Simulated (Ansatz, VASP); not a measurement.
# One calculation of Rb2ScCuF6, two programs

Contents of INCAR:

```
PREC = Accurate
ENCUT = 520
EDIFF = 1E-6
ISMEAR = 0
SIGMA = 0.01
LREAL = F
LASPH = T
NELM = 100
ALGO = Fast
ISIF = 2
LWAVE = F
LCHARG = T
GGA = PE
LELF = T
LVHAR = T
NBANDS = 52
```

KPOINTS

```
Automatic mesh
0
Gamma
  4 4 4
```

POSCAR

```
Rb2ScCuF6
1.0
    0.0000000000      4.3328000000      4.3328000000
    4.3328000000      0.0000000000      4.3328000000
    4.3328000000      4.3328000000      0.0000000000
Rb Sc Cu F
2 1 1 6
Direct
    0.7500000000      0.7500000000      0.7500000000
    0.2500000000      0.2500000000      0.2500000000
    0.0000000000      0.0000000000      0.0000000000
    0.5000000000      0.5000000000      0.5000000000
    0.7641400000      0.2358600000      0.2358600000
    0.2358600000      0.2358600000      0.7641400000
    0.2358600000      0.7641400000      0.7641400000
    0.2358600000      0.7641400000      0.2358600000
    0.7641400000      0.2358600000      0.7641400000
    0.7641400000      0.7641400000      0.2358600000
```

Input for Ansatz:

```yaml
crystal:
  lattice:
    - [0.0, 4.3328, 4.3328]
    - [4.3328, 0.0, 4.3328]
    - [4.3328, 4.3328, 0.0]
  atoms:
    - { symbol: Rb, position: [0.75, 0.75, 0.75] }
    - { symbol: Rb, position: [0.25, 0.25, 0.25] }
    - { symbol: Sc, position: [0.0, 0.0, 0.0] }
    - { symbol: Cu, position: [0.5, 0.5, 0.5] }
    - { symbol: F, position: [0.76414, 0.23585999999999996, 0.23585999999999996] }
    - { symbol: F, position: [0.23585999999999996, 0.23585999999999996, 0.76414] }
    - { symbol: F, position: [0.23585999999999996, 0.76414, 0.76414] }
    - { symbol: F, position: [0.23585999999999996, 0.76414, 0.23585999999999996] }
    - { symbol: F, position: [0.76414, 0.23585999999999996, 0.76414] }
    - { symbol: F, position: [0.76414, 0.76414, 0.23585999999999996] }
basis:
  ecutwfc: 450.0
kpoints:
  mp_grid:
    grid: [4, 4, 4]
  band_path:
    path:
      - [0.0, 0.0, 0.0]
      - [0.5, 0.0, 0.5]
      - [0.625, 0.25, 0.625]
    npoints: 6
hamiltonian:
  xc: pbe
scf:
  occupations:
    method: fixed
output:
  forces: true
```

The cell comes from a database or a generator and needn't be the stable form of this composition.

Alike in both runs: task single point; functional PBE; k mesh 4 × 4 × 4; no spin polarisation.

```csv
,VASP,Ansatz
version,VASP 6.6.1,Ansatz 0.2.0
potentials or method,"VASP PAW PBE potentials, release 64 (Rb_sv, Sc_sv, Cu, F)","plane waves, PAW"
plane-wave cutoff (eV),520,450
occupations,"gaussian, width 0.01 eV",fixed
valence electrons in the cell,82,90
```

VASP gave:

```
gap on the k mesh at the Fermi level (eV) : 1.44
rms of the force components (eV/Å)        : 0.003
```

Q: What did Ansatz give for the same quantities?

A: gap on the k mesh at the Fermi level (eV): 1.48; rms of the force components (eV/Å): 0.039.

Atom by atom the forces differ by 0.036 eV/Å (rms over components). The two sets of potentials don't hold the same shells in valence.

A k mesh can miss the band edges. As with any semilocal functional, this PBE gap is likely too small.
